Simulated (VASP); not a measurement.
Given:

```
CELL_PARAMETERS angstrom
     -2.58129     2.58129     2.58129
      2.58129    -2.58129     2.58129
      2.58129     2.58129    -2.58129
ATOMIC_POSITIONS crystal
  Ba 0.00000 0.00000 0.00000
```

All values below come from RPBE GGA, VASP's PBE PAW potentials (set 64) (plane waves; VASP). Numerical set-up: 520 eV cut-off, Gaussian smearing of 0.050 eV, potentials Ba_sv.

### Question
Give the energies of bands 5 to 8 at the high-symmetry points, in eV from the Fermi level.

### Answer

| band | Γ | H | N | P |
|---|---|---|---|---|
| 5 | -2.66 | -0.41 | -0.79 | 0.48 |
| 6 | 1.79 | -0.41 | 0.75 | 0.48 |
| 7 | 1.79 | 3.98 | 1.00 | 0.48 |
| 8 | 1.79 | 3.98 | 3.01 | 3.46 |

It has no gap at this level: it comes out as a metal or semimetal.

The compound is Ba in the bcc structure. It was relaxed first, which changed the volume by +9 %.
